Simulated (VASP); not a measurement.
Input of a VASP 6.6.1 run:

Contents of POSCAR:

```
SiF
1.0
    3.0286000000      0.0000000000      0.0000000000
    0.0000000000      3.0286000000      0.0000000000
    0.0000000000      0.0000000000      3.0286000000
Si F
1 1
Direct
    0.5000000000      0.5000000000      0.5000000000
    0.0000000000      0.0000000000      0.0000000000
```

INCAR.step1

```
SYSTEM = SiF
PREC = Accurate ; ENCUT = 520
EDIFF = 1E-5 ; ISMEAR = -1
SIGMA = 0.05 ; LREAL = .False.
LASPH = .True. ; NELM = 100
ALGO = Normal ; ISIF = 2
LWAVE = .True. ; LCHARG = .False.
NBANDS = 12 ; GGA = PE
```

INCAR.step2

```
SYSTEM = SiF
PREC = Accurate ; ENCUT = 520
EDIFF = 1E-7 ; ISMEAR = -1
SIGMA = 0.05 ; LREAL = .False.
LASPH = .True. ; NELM = 100
ALGO = Normal ; ISIF = 2
LWAVE = .False. ; LCHARG = .False.
GGA = PE ; LHFCALC = .True.
HFSCREEN = 0.2 ; AEXX = 0.25
PRECFOCK = Fast ; NBANDS = 12
ISTART = 1
```

KPOINTS

```
regular mesh
0
Gamma
  5 5 5
  0 0 0
```

Potentials or basis: VASP PAW PBE potentials, release 64 (Si, F).

Run with:

```console
$ cat potpaw_PBE.64/Si/POTCAR potpaw_PBE.64/F/POTCAR > POTCAR
$ cp INCAR.step1 INCAR
$ mpirun -np 1 vasp_std > vasp.out
$ cp INCAR.step2 INCAR
$ mpirun -np 1 vasp_std > vasp.out
```

Predict the band gap on the k mesh.

none (metal or under the smearing width).

Estimate the pressure.

-1.9 GPa.

Caveat: the k mesh is coarse (spacing up to 0.41 Å⁻¹), so the values aren't converged, least of all with exact exchange; the PAW data sets were made with another functional, which shifts forces and pressure a little; an odd number of electrons without spin polarisation forces a metal; a magnetic or distorted state may lie lower.
